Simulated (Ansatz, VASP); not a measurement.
**One calculation of Be2Si, two programs**

Contents of POSCAR:

```
Be2Si
1.0
    0.0000000000      2.6413830432      2.6413830432
    2.6413830432      0.0000000000      2.6413830432
    2.6413830432      2.6413830432      0.0000000000
Si Be
1 2
Direct
    0.0000000000      0.0000000000      0.0000000000
    0.2500000000      0.2500000000      0.2500000000
    0.7500000000      0.7500000000      0.7500000000
```

File INCAR.step1:

```
ALGO = Normal ; EDIFF = 1E-4
ENCUT = 520 ; GGA = PE
ISMEAR = -1 ; LASPH = True
LCHARG = False ; LREAL = False
LWAVE = True ; NBANDS = 11
NELM = 60 ; PREC = Accurate
SIGMA = 0.02
```

INCAR.step2

```
ALGO = Normal ; EDIFF = 1E-6
ENCUT = 520 ; ISIF = 2
ISMEAR = -1 ; ISTART = 1
LASPH = True ; LCHARG = False
LMIXTAU = True ; LREAL = False
LWAVE = False ; METAGGA = R2SCAN
NBANDS = 11 ; NELM = 60
PREC = Accurate ; SIGMA = 0.02
```

Contents of KPOINTS:

```
k-points
0
Gamma
  8 8 8
```

Input for Ansatz:

```yaml
crystal:
  lattice:
    - [0.0, 2.6413830432, 2.6413830432]
    - [2.6413830432, 0.0, 2.6413830432]
    - [2.6413830432, 2.6413830432, 0.0]
  atoms:
    - { symbol: Si, position: [0.0, 0.0, 0.0] }
    - { symbol: Be, position: [0.25, 0.25, 0.25] }
    - { symbol: Be, position: [0.75, 0.75, 0.75] }
kpoints:
  mp_grid: { grid: [8, 8, 8] }
  band_path:
    path:
      - [0.0, 0.0, 0.0]
      - [0.5, 0.0, 0.5]
      - [0.625, 0.25, 0.625]
      - [0.375, 0.375, 0.75]
      - [0.5, 0.5, 0.5]
      - [0.5, 0.25, 0.75]
      - [0.075, 0.075, 0.15]
    npoints: 1
hamiltonian:
  xc: r2scan
scf:
  occupations: { method: fermi_dirac, width: 0.02 }
  n_extra_bands: 4
output:
  forces: true
  stress: true
  eigenvalues: true
```

Alike in both runs: task single point; functional r2SCAN; k mesh 8 × 8 × 8; occupations fermi-dirac, width 0.02 eV; no spin polarisation.

```csv
,VASP,Ansatz
version,VASP 6.6.1,Ansatz 0.2.0
potentials or method,"VASP PAW PBE potentials, release 64 (Si, Be)","plane waves, PAW"
plane-wave cutoff (eV),520,500
valence electrons in the cell,8,8
```

Ansatz gave:

* pressure (GPa): 0.0

Which values does VASP return?

Pressure (GPa): 0.1.

Caveats: the PAW data sets were made with another functional, which shifts forces and pressure a little (VASP).
